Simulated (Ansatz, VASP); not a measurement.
**TiGe2As4 (TiGe2As4 monolayer): VASP beside Ansatz**

One calculation is typed for both programs; each brings its own data sets. How far apart do they land? The structure shown is the start of the Ansatz relaxation below; VASP solves that cell, so the two are compared at the walk's first step.

Calculated with Ansatz 0.2.0; plane waves, with VASP 6.6.1 beside it; single point at PBE with D3(BJ).

### Step 1. The structure

The cell holds 7 atoms: 4 As, 2 Ge and 1 Ti. Its edges and angles: a = 3.730 Å, b = 3.730 Å, c = 49.615 Å, α = 90.0°, β = 90.0°, γ = 120.0°. Vacuum lies along c.

### Step 2. Ansatz: relaxation, PBE with D3(BJ)

Ansatz runs on its PAW soft_1 files.

The two programs are compared at the cell with which this relaxation starts, whose forces are those of its first step.

input.yaml reads:

```yaml
crystal:
  lattice:
    - [3.73, 0.0, 0.0]
    - [-1.865, 3.2302747561, 0.0]
    - [0.0, 0.0, 49.6152118803]
  atoms:
    - { symbol: As, position: [0.0, 0.0, 0.4061254449] }
    - { symbol: Ge, position: [0.3333333333, 0.6666666667, 0.4235192767] }
    - { symbol: As, position: [0.3333333333, 0.6666666667, 0.4702791294] }
    - { symbol: Ti, position: [0.0, 0.0, 0.5] }
    - { symbol: As, position: [0.3333333333, 0.6666666667, 0.5297208706] }
    - { symbol: Ge, position: [0.3333333333, 0.6666666667, 0.5764807233] }
    - { symbol: As, position: [0.0, 0.0, 0.5938745551] }
  periodic: [true, true, false]
kpoints:
  mp_grid: { grid: [12, 12, 1] }
hamiltonian:
  xc: pbe
  dispersion: d3bj
  pseudopotentials: { kind: paw, azcp: { folder: soft_1 } }
scf:
  occupations: { method: fermi_dirac, width: 0.05 }
  convergence: { dr2_threshold: 1.0e-09 }
relax:
  f_tol: 0.004
  max_steps: 90
  cell: {}
output:
  write_potential: true
  write_density: true
  volumetric_format: npy
```

Run with:

```sh
> ansatz run input.yaml --threads 4 --pin off --max-ram 6144MiB --backend cpu --events-out ev --progress --plain --runs-dir out
```

Numbers of over 12 decimals in the logs are rounded to 6 here.

The log of the run:

```text
Warning: relax.cell: scf.convergence.dr2_threshold = 1e-9 eV is looser than the 1.87628621054e-10 eV advised for a relaxation that steers and ends on the stress (1e-10 eV for each atom of the cell: 7, times the square of relax.cell.stress_2d_tol = 0.05 N/m over 19.3 Å (the atoms' height at the walk's start and 5 Å past either face), 2.589e-2 GPa, over a crystal's default 0.05). What an SCF threshold leaves in a stress goes as its square root, and in the free energy as the threshold itself, and one threshold admits the most on a small cell: [figures from the program's tests cut] Set scf.convergence.dr2_threshold to 1.87628621054e-10 eV or tighter. [rest of the remark cut]
Engine: ansatz 0.2.0, aarch64-unknown-linux-gnu
Pseudopotentials: kind: paw
Pseudopotential: As, paw, valence charge 15, recommended cutoff 420 eV (normal), soft_1/As.paw.azcp
Pseudopotential: Ge, paw, valence charge 14, recommended cutoff 420 eV (normal), soft_1/Ge.paw.azcp
Pseudopotential: Ti, paw, valence charge 12, recommended cutoff 420 eV (normal), soft_1/Ti.paw.azcp
Functional definition: PBE
  parameter kappa = 0.804
  parameter beta = 0.066725
  exchange = pbe_x(kappa = kappa, mu = beta*pi^2/3)
  correlation = pbe_c(beta = beta)
Crystal: 7 atoms, lattice volume = 597.810 Å³
Basis set: ecut = 420 eV, 11733 PW (Γ), exchange–correlation on 50×50×720 points (8 copies of the dense FFT grid, shifted against one another)
Bands: 60, of which v1, the nominal top of the filled ones, is band 50 counted from 1 (49 counted from 0)
Symmetry: 12 space group operations
Space group: P-6m2 (ITA 187), of the structure as read, at distance tolerance 8.4e-5 Å
k-points: 19 of 144 (time reversal used)
Non-local potential: As, projectors of the file, l = 0: 2, l = 1: 2, l = 2: 3, l = 3: 1
Non-local potential: Ge, projectors of the file, l = 0: 2, l = 1: 2, l = 2: 3, l = 3: 1
Non-local potential: Ti, projectors of the file, l = 0: 3, l = 1: 2, l = 2: 3, l = 3: 1
PAW form: soft (Blöchl's): semilocal exchange-correlation on the pseudo side does not see the compensation charge
PAW one-centre angular grid: As, 590 points (default); XC on 64 Gauss nodes
PAW one-centre angular grid: Ge, 590 points (default); XC on 64 Gauss nodes
PAW one-centre angular grid: Ti, 590 points (default); XC on 64 Gauss nodes
Initial density: superposition of atomic densities (neutral atoms: chi_scale 0, normalization atom)
Initial wavefunctions: pseudopotential atomic-orbital guess
Functional: x = pbe(κ = 0.804, μ = 0.219515), c = pbe(β = 0.066725)
SCF iter   1: F=—  HF=-30517.616135 eV  |F-HF|=—  |Δ(HF+E_count)|=         —  Δρ=1.98e-2  dr2=5.74e0  ethr=3.10e-3  ⟨swp⟩=10.4  Hψ=5387  notcnv=0  defer=12
preconditioner: auto → LDOS  [metal: Δε(μ)=0.046 eV  Ē_g=8.241 eV  σ=0.050 eV  W_gap=0.22  n_scr=84 (ndim 8)  ℏωp=8.6 eV  f_vac=0.734  D(μ)=2.54/eV (n_scr^D=12)  β→1.0]
SCF iter   2: F=—  HF=-30516.997633 eV  |F-HF|=—  |Δ(HF+E_count)|=   6.19e-1  Δρ=8.43e-3  dr2=9.55e-1  ethr=3.10e-3  ⟨swp⟩=4.5  Hψ=2430  notcnv=0  defer=44
SCF iter   3: F=—  HF=-30516.963580 eV  |F-HF|=—  |Δ(HF+E_count)|=   3.41e-2  Δρ=5.21e-3  dr2=9.26e-1  ethr=9.55e-4  ⟨swp⟩=4.5  Hψ=2649  notcnv=0  defer=51
SCF iter   4: F=—  HF=-30516.766059 eV  |F-HF|=—  |Δ(HF+E_count)|=   1.98e-1  Δρ=1.41e-3  dr2=3.16e-2  ethr=9.26e-4  ⟨swp⟩=4.2  Hψ=1808  notcnv=0  defer=51
SCF iter   5: F=—  HF=-30516.760890 eV  |F-HF|=—  |Δ(HF+E_count)|=   5.17e-3  Δρ=4.50e-4  dr2=9.85e-4  ethr=3.16e-5  ⟨swp⟩=3.4  Hψ=2220  notcnv=0  defer=44
SCF iter   6: F=—  HF=-30516.761666 eV  |F-HF|=—  |Δ(HF+E_count)|=   7.76e-4  Δρ=1.78e-4  dr2=3.60e-4  ethr=9.85e-7  ⟨swp⟩=3.3  Hψ=2222  notcnv=0  defer=44
SCF iter   7: F=—  HF=-30516.761728 eV  |F-HF|=—  |Δ(HF+E_count)|=   6.17e-5  Δρ=5.08e-5  dr2=2.05e-5  ethr=3.60e-7  ⟨swp⟩=2.6  Hψ=1460  notcnv=0  defer=44
SCF iter   8: F=—  HF=-30516.761720 eV  |F-HF|=—  |Δ(HF+E_count)|=   8.24e-6  Δρ=1.05e-5  dr2=5.50e-7  ethr=2.05e-8  ⟨swp⟩=3.4  Hψ=2138  notcnv=0  defer=44
SCF iter   9: F=—  HF=-30516.761743 eV  |F-HF|=—  |Δ(HF+E_count)|=   2.32e-5  Δρ=3.82e-6  dr2=9.70e-8  ethr=5.50e-10  ⟨swp⟩=2.9  Hψ=2275  notcnv=0  defer=44
SCF iter  10: F=—  HF=-30516.761743 eV  |F-HF|=—  |Δ(HF+E_count)|=   2.36e-7  Δρ=9.44e-7  dr2=6.25e-9  ethr=9.70e-11  ⟨swp⟩=3.7  Hψ=2125  notcnv=0  defer=44
SCF iter  11: F=-30516.761743 eV  HF=-30516.761743 eV  |F-HF|=5.48e-9  |Δ(HF+E_count)|=   2.75e-8  Δρ=3.30e-7  dr2=9.15e-10  ethr=1.00e-12  ⟨swp⟩=11.6  Hψ=8308  notcnv=0
[...]
SCF iter   2: F=—  HF=-30517.755396 eV  |F-HF|=—  |Δ(HF+E_count)|=   3.11e-4  Δρ=3.22e-6  dr2=7.54e-8  ethr=4.33e-11  ⟨swp⟩=5.5  Hψ=3964  notcnv=0
SCF iter   3: F=—  HF=-30517.755396 eV  |F-HF|=—  |Δ(HF+E_count)|=   1.48e-8  Δρ=1.13e-6  dr2=3.39e-8  ethr=4.33e-11  ⟨swp⟩=2.2  Hψ=2004  notcnv=0
SCF iter   4: F=—  HF=-30517.755394 eV  |F-HF|=—  |Δ(HF+E_count)|=   2.33e-6  Δρ=8.04e-7  dr2=8.47e-9  ethr=3.39e-11  ⟨swp⟩=3.0  Hψ=1538  notcnv=0
SCF iter   5: F=-30517.755396 eV  HF=-30517.755396 eV  |F-HF|=1.16e-7  |Δ(HF+E_count)|=   2.21e-6  Δρ=2.72e-7  dr2=6.59e-10  ethr=1.00e-12  ⟨swp⟩=13.6  Hψ=8926  notcnv=0
SCF 8 converged in 5 iterations: F = -30517.755396 eV  dr2 = 6.59e-10
relax step   8: F+E_penalty+E_count = -30517.75539589 eV  Δ(F+E_penalty+E_count) = -8.561e-5 eV  max|allowed force component| = 3.767e-4 eV/Å  Δτ_max = 0.0000 Å  P = -0.007 N/m  Ω = 599.449 Å³  fix = [c, alpha, beta]  reactions: c -0.000 N/m  stress off target by 7.33e-3 N/m on what of the cell is left free  SCF on the basis re-selected at this cell (its energy is not comparable with the rows above)  (5 SCF iters)
basis re-selected at this cell: Δ(F+E_penalty+E_count) = -8.561e-5 eV, ΔP = -0.006 N/m vs the last step (what re-selecting the basis moved, of the pressure what is left beyond the Pulay correction that the steps carried, after the strain that the cell walked since its last selection, with what the two solves' SCF thresholds leave and, on support functions, any second-order correction that the steps lacked; it is no m [...]
WARN: The input density's exchange-correlation potential varies sharply where the density is thin. Do not read a vacuum level from v_tot or v_xc, or from such a field of the output density. On a cell that repeats whose density bears no net charge and no dipole along the vacuum's axis use v_es (v_loc + v_h of the components); under efield.dipole_correction with no amplitude use v_es + v_field, which holds any external [...]
SCF converged after 5 iterations
Free energy (F): -30517.755396 eV
Harris-Foulkes:  -30517.755396 eV  (|F-HF|=1.16e-7)
Internal energy: -30517.745642 eV  (E = F + TS)
E sigma→0 (E₀):  -30517.750519 eV
Entropy (-TS):   -0.009754 eV (-1.393 meV/atom)
Fermi energy:    -5.050503 eV
--- Per-component energies (eV) ---
  E_band       = -2866.460384
  E_kinetic    = 854.830932
  E_local      = -636558.698416  (includes V_loc(G=0)·N_el)
  E_nonlocal   = -1076.097698
  E_hartree    = 317844.386771
  E_xc         = -540.576606
  E_vxc        = -569.871668  (∫ρ·V_xc dr)
  E_paw        = -13122.465979  (= ΣΔE_a)
  E_vpaw       = -1205.388967  (= ΣTr[D̂ρ^β])
  E_aug_tail   = -0.000077  (compensation charges beyond the density's cutoff)
  E_ewald      = 302083.169751
  E_disp       = -2.294319  (pairwise vdW)
  E_smearing   = -0.009754  (= −TS)
  E_closure    = 0.000000  (closes the sum)
  Σ components = -30517.755396   (vs F -30517.755396, Δ=0.00e0)
--- Forces (eV/Å), atoms counted from 1 ---
  atom   1  As     0.00000000    -0.00000000     0.00037674
  atom   2  Ge    -0.00000000    -0.00000000    -0.00000790
  atom   3  As    -0.00000000    -0.00000000     0.00027740
  atom   4  Ti    -0.00000000    -0.00000000    -0.00000000
  atom   5  As    -0.00000000    -0.00000000    -0.00027740
  atom   6  Ge    -0.00000000    -0.00000000     0.00000790
  atom   7  As     0.00000000     0.00000000    -0.00037674
  max |Σ_I F_I| component: 2.35e-16 eV/Å
--- 2D stress c σ (N/m, compression-positive) ---
       -0.007325      -0.000000       0.000000
       -0.000000      -0.007325       0.000000
        0.000000       0.000000      -0.000000
  P = ½ c Tr σ = -0.0073 N/m
--- Band table (eV; the first three rows and the last of 19) ---
  k-point 0: bands = [... 46 lower, -5.3610, -5.3610, -4.9993, -4.9993, -4.3227, -3.3033, -3.1816, -2.1712, ... 6 higher]
  k-point 1: bands = [... 46 lower, -5.6658, -5.5292, -5.1642, -5.1078, -4.2341, -2.7707, -2.7486, -2.2925, ... 6 higher]
  k-point 2: bands = [... 46 lower, -5.8453, -5.8112, -5.5130, -5.3635, -4.3293, -2.9332, -2.9218, -2.2798, ... 6 higher]
  k-point 18: bands = [... 46 lower, -7.3086, -7.3058, -6.4410, -5.7424, -4.1870, -3.7890, -3.6739, -3.0058, ... 6 higher]
  the weakly bound empty levels are not read free of the cell's end (no_gap_told)
--- Relaxed structure (7 steps of the walk, 6 accepted, 1 SCFs on fresh bases) ---
  F+E_penalty+E_count = -30517.75539589 eV   max|allowed force component| = 3.767e-4 eV/Å   (the final SCF, on the basis selected at the relaxed cell)
  cell:  # Å, volume = 599.4489 Å³
    - [3.735110, 2.836397402808542e-19, 0]
    - [-1.867555, 3.234700, 0]
    - [0, 0, 49.6152118803]
  atoms:
    - { symbol: As, position: [1.2398597569923446e-17, -5.135725556199064e-17, 0.398710] }
    - { symbol: Ge, position: [0.333333, 0.666667, 0.422019] }
    - { symbol: As, position: [0.333333, 0.666667, 0.470984] }
    - { symbol: Ti, position: [1.0573552618554962e-17, -5.135725556199064e-17, 0.5] }
    - { symbol: As, position: [0.333333, 0.666667, 0.529016] }
    - { symbol: Ge, position: [0.333333, 0.666667, 0.577981] }
    - { symbol: As, position: [8.748507667186534e-18, -5.135725556199064e-17, 0.601290] }
```

Reading the cycles: dr2 is the Hartree energy of the density residual (eV), the measure of convergence; HF is the Harris–Foulkes estimate of the energy, which meets the free energy F at convergence.

### Step 3. VASP: single point, PBE with D3(BJ), start cell

The same cell, functional, mesh and smearing now go to VASP, with its own data sets.

Lines of VASP's logs that name or quote its potential files are left out, and so is its time.

INCAR reads:

```
SYSTEM = TiGe2As4
PREC = Accurate
ENCUT = 410
EDIFF = 1E-06
NELM = 120
ISMEAR = -1
SIGMA = 0.05
LREAL = .FALSE.
ALGO = Normal
GGA = PE
IVDW = 12
NBANDS = 37
LASPH = .TRUE.
LORBIT = 11
LWAVE = .FALSE.
LCHARG = .FALSE.
ISIF = 2
LDIPOL = .TRUE.
IDIPOL = 3
DIPOL = 0.5 0.5 0.5
LVHAR = .TRUE.
GGA_COMPAT = .FALSE.
NELMDL = -8
KPAR = 2
```

POSCAR reads:

```
TiGe2As4
1.0
    3.7300000000      0.0000000000      0.0000000000
   -1.8650000000      3.2302750000      0.0000000000
    0.0000000000      0.0000000000     49.6152120000
As Ge Ti
4 2 1
Direct
    0.0000000000      0.0000000000      0.4061254439
    0.3333333849      0.6666667699      0.4702791354
    0.3333333849      0.6666667699      0.5297208646
    0.0000000000      0.0000000000      0.5938745561
    0.3333333849      0.6666667699      0.4235192828
    0.3333333849      0.6666667699      0.5764807172
    0.0000000000      0.0000000000      0.5000000000
```

KPOINTS reads:

```
Automatic mesh
0
Gamma
12 12 1
0 0 0
```

PAW data sets: As, Ge_d and Ti_sv (PBE family, release 64).

Run with:

```sh
> mpirun -np 2 vasp_std
```

The log of the run:

```text
[banner, memory and clock lines left out]
running    2 mpi-ranks, on    1 nodes
 distrk:  each k-point on    1 cores,    2 groups
 distr:  one band on    1 cores,    1 groups

 POSCAR found type information on POSCAR AsGeTi
 POSCAR found :  3 types and       7 ions
 LDA part: xc-table for (Slater+PW92), standard interpolation
 POSCAR, INCAR and KPOINTS ok, starting setup
 FFT: planning ... GRIDC
 FFT: planning ... GRID_SOFT
 FFT: planning ... GRID
 WAVECAR not read
 entering main loop
       N       E                     dE             d eps       ncg     rms          rms(c)
DAV:   1     0.470204575035E+03    0.47020E+03   -0.24849E+04  1734   0.138E+03
DAV:   2     0.312807678025E+02   -0.43892E+03   -0.43009E+03  1675   0.326E+02
DAV:   3    -0.335914481551E+02   -0.64872E+02   -0.64166E+02  2162   0.142E+02
DAV:   4    -0.383875415465E+02   -0.47961E+01   -0.47704E+01  2109   0.385E+01
DAV:   5    -0.387447847853E+02   -0.35724E+00   -0.35704E+00  2204   0.669E+00
DAV:   6    -0.387547589730E+02   -0.99742E-02   -0.99736E-02  2058   0.106E+00
DAV:   7    -0.387553319513E+02   -0.57298E-03   -0.57297E-03  2140   0.197E-01
DAV:   8    -0.387553421786E+02   -0.10227E-04   -0.10227E-04  2074   0.316E-02    0.126E+01
DAV:   9    -0.377597709187E+02    0.99557E+00   -0.26304E+01  1840   0.252E+01    0.147E+01
DAV:  10    -0.364950770730E+02    0.12647E+01   -0.43881E+01  1919   0.297E+01    0.639E+00
DAV:  11    -0.357718764235E+02    0.72320E+00   -0.36177E+00  1676   0.873E+00    0.308E+00
DAV:  12    -0.356374262254E+02    0.13445E+00   -0.92342E-01  1919   0.454E+00    0.940E-01
DAV:  13    -0.356440143333E+02   -0.65881E-02   -0.59235E-02  1951   0.127E+00    0.727E-01
DAV:  14    -0.356437925108E+02    0.22182E-03   -0.94229E-03  1877   0.507E-01    0.263E-01
[...]
DAV:  20    -0.356427202160E+02   -0.19828E-04   -0.11743E-06  1140   0.637E-03    0.180E-03
DAV:  21    -0.356427543803E+02   -0.34164E-04   -0.39496E-06  1186   0.649E-03    0.156E-03
DAV:  22    -0.356427648217E+02   -0.10441E-04   -0.83682E-07  1113   0.377E-03    0.100E-03
DAV:  23    -0.356427710838E+02   -0.62621E-05   -0.48659E-07  1038   0.221E-03    0.669E-04
DAV:  24    -0.356427745607E+02   -0.34769E-05   -0.15214E-07   952   0.156E-03    0.442E-04
DAV:  25    -0.356427764407E+02   -0.18800E-05   -0.65505E-08   897   0.113E-03    0.233E-04
DAV:  26    -0.356427778371E+02   -0.13964E-05   -0.35778E-08   868   0.900E-04    0.169E-04
DAV:  27    -0.356427784407E+02   -0.60353E-06   -0.15257E-08   838   0.567E-04
   1 F= -.38045439E+02 E0= -.38041470E+02  d E =-.793931E-02
```

[end of part 1 of 2]

[Lines on the potential files, build, host, timing and source positions are cut from VASP's logs without a mark.]

[Logs are printed without paths, hosts, clocks, repeated set-up lines and the standing remarks that a program may print on its own settings, such as how far it seeks lower states.]

[Hosts, paths, dates, database ids (printed as entryN), source tags and the programs' standing remarks are cut or masked in the printed files.]
